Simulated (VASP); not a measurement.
Energy against volume of Ag (fcc). Calculation: PBE GGA with D3 dispersion (zero damping), VASP's PBE PAW potentials (set 64) (plane waves; VASP). Run with 520 eV cut-off, 15×15×15 Γ-centred mesh, first-order Methfessel-Paxton smearing of 0.10 eV, potentials Ag.

```json
[
 {"V (Å³/atom)": "16.355", "E (eV/atom)": "-3.19735"},
 {"V (Å³/atom)": "16.861", "E (eV/atom)": "-3.20313"},
 {"V (Å³/atom)": "17.367", "E (eV/atom)": "-3.19878"},
 {"V (Å³/atom)": "17.873", "E (eV/atom)": "-3.18627"}
]
```

Task: Fit these four points and predict the energy of the run at 15.850 Å³/atom.

Result: A cubic in V^(−2/3), the third-order Birch-Murnaghan form, passes through the four points with V0 = 16.88 Å³/atom and B0 = 106 GPa, and gives -3.1791 eV/atom there. The run gave -3.1790 eV/atom, +0.0 meV/atom from the fit; all five points give B0 = 106 GPa.

The compound is Ag in the fcc structure. It was relaxed first.
